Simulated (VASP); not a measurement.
Consider the following.

```
CELL_PARAMETERS angstrom
      0.00000     2.31500     2.31500
      2.31500     0.00000     2.31500
      2.31500     2.31500     0.00000
ATOMIC_POSITIONS crystal
  Na 0.00000 0.00000 0.00000
  F  0.50000 0.50000 0.50000
```

Calculation: PBEsol GGA, VASP's PBE PAW potentials (set 64) (plane waves; VASP). Run with PREC = Normal, EDIFF = 1E-5, 450 eV cut-off, 11×11×11 Γ-centred mesh, Gaussian smearing of 0.050 eV, potentials Na_pv F.

At this cut-off the stress carries a Pulay error, which pulls relaxed volumes low.

Problem. Give the stress tensor in GPa (positive for a compressed cell).

Solution. 
```
-1.85   0.00   0.00
 0.00  -1.85   0.00
 0.00   0.00  -1.85
```
The pressure is its mean diagonal, -1.85 GPa.

The compound is NaF in the rock salt structure. The cell was not relaxed at this level.
